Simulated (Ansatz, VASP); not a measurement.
## SbW2 in VASP and in Ansatz

Contents of INCAR:

```
PREC = Accurate ; ENCUT = 520
EDIFF = 1E-7 ; ISMEAR = -1
SIGMA = 0.05 ; LREAL = False
LASPH = True ; NELM = 100
ALGO = Normal ; ISIF = 2
LWAVE = False ; LCHARG = False
LMAXMIX = 4 ; METAGGA = R2SCAN
LMIXTAU = True ; NBANDS = 24
```

File KPOINTS:

```
Automatic mesh
0
Gamma
  5 5 5
```

Contents of POSCAR:

```
SbW2
1.0
    0.0000000000      3.1330100000      3.1330100000
    3.1330100000      0.0000000000      3.1330100000
    3.1330100000      3.1330100000      0.0000000000
Sb W
1 2
Direct
    0.5000000000      0.5000000000      0.5000000000
    0.2500000000      0.2500000000      0.2500000000
    0.7500000000      0.7500000000      0.7500000000
```

File KPOINTS_OPT:

```
path GXWKGLUWLK,UX
20
line-mode
reciprocal
 0.0000000000  0.0000000000  0.0000000000  G
 0.5000000000  0.0000000000  0.5000000000  X

 0.5000000000  0.0000000000  0.5000000000  X
 0.5000000000  0.2500000000  0.7500000000  W

 0.5000000000  0.2500000000  0.7500000000  W
 0.3750000000  0.3750000000  0.7500000000  K

 0.3750000000  0.3750000000  0.7500000000  K
 0.0000000000  0.0000000000  0.0000000000  G

 0.0000000000  0.0000000000  0.0000000000  G
 0.5000000000  0.5000000000  0.5000000000  L

 0.5000000000  0.5000000000  0.5000000000  L
 0.6250000000  0.2500000000  0.6250000000  U

 0.6250000000  0.2500000000  0.6250000000  U
 0.5000000000  0.2500000000  0.7500000000  W

 0.5000000000  0.2500000000  0.7500000000  W
 0.5000000000  0.5000000000  0.5000000000  L

 0.5000000000  0.5000000000  0.5000000000  L
 0.3750000000  0.3750000000  0.7500000000  K

 0.6250000000  0.2500000000  0.6250000000  U
 0.5000000000  0.0000000000  0.5000000000  X
```

The input input.yaml:

```yaml
crystal:
  lattice:
    - [0.0, 3.13301, 3.13301]
    - [3.13301, 0.0, 3.13301]
    - [3.13301, 3.13301, 0.0]
  atoms:
    - { symbol: Sb, position: [0.5, 0.5, 0.5] }
    - { symbol: W, position: [0.25, 0.25, 0.25] }
    - { symbol: W, position: [0.75, 0.75, 0.75] }
hamiltonian:
  xc: r2scan
  pseudopotentials: { kind: paw }
kpoints:
  mp_grid: { grid: [5, 5, 5] }
  band_path:
    path:
      - [[0.0, 0.0, 0.0], [0.5, 0.0, 0.5], [0.5, 0.25, 0.75], [0.375, 0.375, 0.75], [0.0, 0.0, 0.0], [0.5, 0.5, 0.5], [0.625, 0.25, 0.625], [0.5, 0.25, 0.75], [0.5, 0.5, 0.5], [0.375, 0.375, 0.75]]
      - [[0.625, 0.25, 0.625], [0.5, 0.0, 0.5]]
    npoints: 14
scf:
  occupations: { method: fermi_dirac, width: 0.05 }
  n_extra_bands: 7
output:
  forces: true
  stress: true
  eigenvalues: true
  fatbands: true
  write_density: true
  write_potential: true
  elf: true
  volumetric_format: npy
```

The cell was built by a generator and needn't be a form met in nature.

Alike in both runs: task band structure; functional r2SCAN; k mesh 5 × 5 × 5; occupations fermi-dirac, width 0.05 eV; no spin polarisation.

```csv
,VASP,Ansatz
version,VASP 6.6.1,Ansatz 0.2.0
potentials or method,"VASP PAW PBE potentials, release 64 (Sb, W_sv)",Ansatz PAW
plane-wave cutoff (eV),520,500
valence electrons in the cell,33,43
```

```csv
,VASP,Ansatz,Ansatz less VASP
gap on the k mesh at the Fermi level (eV),none,none,-
pressure (GPa),-1.9,-2.3,-0.42
```

A gap of «none» marks a metal or a gap that the smearing closes. The two sets of potentials don't hold the same shells in valence.

Caveats: spin-orbit coupling is left out, which moves the levels of the heavy elements; the PAW data sets were made with another functional, which shifts forces and pressure a little (VASP); the PAW data sets come from PBE, with cores solved anew for the run's functional, which leaves a small shift of forces and pressure (Ansatz).
